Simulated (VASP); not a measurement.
Given:

```xyz
2
Lattice="0.0000 2.5858 2.5858 2.5858 0.0000 2.5858 2.5858 2.5858 0.0000" Properties=species:S:1:pos:R:3 pbc="T T T"
K      0.0000     0.0000     0.0000
F      2.5858     2.5858     2.5858
```

These are LDA (Ceperley-Alder, Perdew-Zunger), VASP's LDA PAW potentials (set 64) (plane waves; VASP 6.6.1) values and carry that method's errors. Run with 520 eV cut-off, 8×8×8 Γ-centred mesh, Gaussian smearing of 0.050 eV, potentials K_sv F.

Problem. What does the run give for the energy per atom (σ→0), band gap (on the k-mesh) with the smallest direct gap where there is one?

Solution. 
The band gap (on the k-mesh) comes out as 6.32 eV and the smallest direct gap (on the k-mesh) comes out as 6.32 eV. The energy per atom (σ→0) is -4.536 eV/atom.

Total energies compare only between runs with the same potentials, cut-off and functional.

The compound is KF in the rock salt structure. It was relaxed first, which changed the volume by -10 %. The start is the result of an earlier pass.
